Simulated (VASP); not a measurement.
VASP runs on TlBr (CsCl type) share one base input (PBE GGA, plane waves, VASP's PBE PAW potentials (set 64)) and change the settings named in each case.

**POSCAR**
```
TlBr
1
    4.0698000000     0.0000000000     0.0000000000
    0.0000000000     4.0698000000     0.0000000000
    0.0000000000     0.0000000000     4.0698000000
Tl Br
1 1
Direct
  0.0000000000   0.0000000000   0.0000000000
  0.5000000000   0.5000000000   0.5000000000
```

**INCAR**
```
LASPH  =  T
EDIFF  =  1E-6   ! SCF stop (eV)
LCHARG  =  F
NELM  =  100
SIGMA  =  0.05
ISMEAR  =  0   ! Gaussian
GGA  =  PE   ! PBE
PREC  =  Accurate
LMAXMIX  =  4
LWAVE  =  F
LREAL  =  F
ISIF  =  2
ENCUT  =  400
SYSTEM  =  TlBr
ALGO  =  Normal   ! blocked Davidson
```

### KPOINTS
```
K-points
0
G
  6 6 6
```

POTCAR, in this order: Tl_d Br (PBE.64 set). Program: vasp_std.

```csv
change,E(σ→0) (eV/atom),pressure (GPa)
base run,-2.7722,-0.31
"ENCUT = 520, POTCAR Tl Br (PBE.64 set)",-2.7890,…
ENCUT = 520,-2.7723,-0.27
ENCUT = 800,-2.7723,-0.24
```

Problem. What belongs in the gaps?

Solution. 
- ENCUT = 520, POTCAR Tl Br (PBE.64 set), pressure (GPa): -0.61

Energies of different potentials or functionals have different zeros. Unless said otherwise, spin-orbit coupling is left out, though it shifts the bands of the heavy elements here.

Left out are runs that ran out of time, are held back, or changed the cell or the kind of run, fixed moments of cells without a moment, rows past the twelfth, gaps on odd meshes, pressures of charged cells and columns that move by less than the noise.

The compound is TlBr in the CsCl type structure. The cell was not relaxed at this level.
